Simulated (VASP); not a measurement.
Here is the system:

```
CELL_PARAMETERS angstrom
      0.00000     3.74921     3.74921
      3.74921     0.00000     3.74921
      3.74921     3.74921     0.00000
ATOMIC_POSITIONS crystal
  Tl 0.00000 0.00000 0.00000
  Br 0.25000 0.25000 0.25000
```

Computed with PBE GGA, VASP's PBE PAW potentials (set 64) (plane waves; VASP). Run with 400 eV cut-off, Gaussian smearing of 0.050 eV, potentials Tl_d Br.

Unless said otherwise, spin-orbit coupling is left out, though it shifts the bands of the heavy elements here.

**Question.** Predict the band gap (along the path) with the smallest direct gap where there is one.

**Answer.** 
The band gap (along the path) is 2.95 eV and the smallest direct gap (along the path) is 3.07 eV.

The absolute energy has meaning only against runs of the same code, potentials and settings.

The structure was generated: TlBr was put into the zinc blende type (F-43m), which need not be its known phase. It was relaxed first, which changed the volume by +84 %.
